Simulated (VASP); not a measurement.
Crystal: HfC.

```
Hf C
1.0
     0.00000    2.31714    2.31714
     2.31714    0.00000    2.31714
     2.31714    2.31714    0.00000
Hf C
1 1
Direct
  0.00000 0.00000 0.00000
  0.50000 0.50000 0.50000
```

The cell is a database's computed one.

| Property | Result |
| --- | --- |
| Program | VASP 6.6.1 |
| Task | relaxation of cell and atoms |
| Functional | LDA |
| Potentials or basis | VASP PAW LDA potentials, release 64 (Hf_pv, C) |
| Cutoff | 600 eV |
| k mesh | 16 × 16 × 16 |
| Occupations | gaussian, width 0.1 eV |
| Spin | no spin polarisation |

At the start: pressure -9.4 GPa; volume 12.44 Å³/atom.

Question: Where does the relaxation end?

Answer: Over 4 steps the energy falls by 14.1 meV/atom and the volume is 11.98 Å³/atom (-3.7 %); space group Fm-3m (No. 225, to 0.05 Å).

Step by step:
| step | energy change (eV) | largest force (eV/Å) | pressure (GPa) | volume (Å³) |
| --- | --- | --- | --- | --- |
| 1 | 0.0000 | 0.0000 | -9.41 | 24.88 |
| 2 | 0.0725 | 0.0000 | 21.28 | 22.34 |
| 3 | -0.0282 | 0.0000 | -0.20 | 23.97 |
| 4 | -0.0282 | 0.0000 | -0.01 | 23.95 |

Final structure:
```cif
data_structure
_symmetry_space_group_name_H-M 'P 1'
_symmetry_Int_Tables_number 1
_cell_length_a 3.2356
_cell_length_b 3.2356
_cell_length_c 3.2356
_cell_angle_alpha 60.000
_cell_angle_beta 60.000
_cell_angle_gamma 60.000
_cell_volume 23.95
loop_
_atom_site_label
_atom_site_type_symbol
_atom_site_fract_x
_atom_site_fract_y
_atom_site_fract_z
_atom_site_occupancy
Hf1 Hf 0.00000 0.00000 0.00000 1
C1 C 0.50000 0.50000 0.50000 1
```
